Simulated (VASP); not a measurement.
Data:

```xyz
2
Lattice="0.0000 2.7529 2.7529 2.7529 0.0000 2.7529 2.7529 2.7529 0.0000" Properties=species:S:1:pos:R:3 pbc="T T T"
Ga     0.0000     0.0000     0.0000
P      1.3765     1.3765     1.3765
```

All values below come from PBE GGA, VASP's PBE PAW potentials (set 64) (plane waves; VASP). Run with 520 eV cut-off, Gaussian smearing of 0.050 eV, potentials Ga_d P.

Q: Give the energies of bands 7 to 12 at the high-symmetry points, in eV from the valence-band maximum.

A: 
```
band     Γ      X      U      L      W
----  ----  -----  -----  -----  -----
7     0.00  -6.61  -6.41  -6.46  -6.42
8     0.00  -2.58  -3.78  -1.07  -3.43
9     0.00  -2.58  -2.16  -1.07  -3.27
10    1.58   1.72   2.21   1.58   4.70
11    3.90   1.85   4.75   4.73   4.73
12    3.90  10.37   8.13   4.73   6.02
```

The gap is direct, 1.58 eV, from the valence maximum at Γ to the conduction minimum at Γ.

Measured: gap 2.43 eV (computed value off by -0.85 eV), as given by Wei Chen et al., Physical Review Materials (2018), doi:10.1103/physrevmaterials.2.073803 [zero-point renormalisation of 0.08 eV added back (the table's ZPR column)].

The compound is GaP in the zinc blende structure. It was relaxed first.
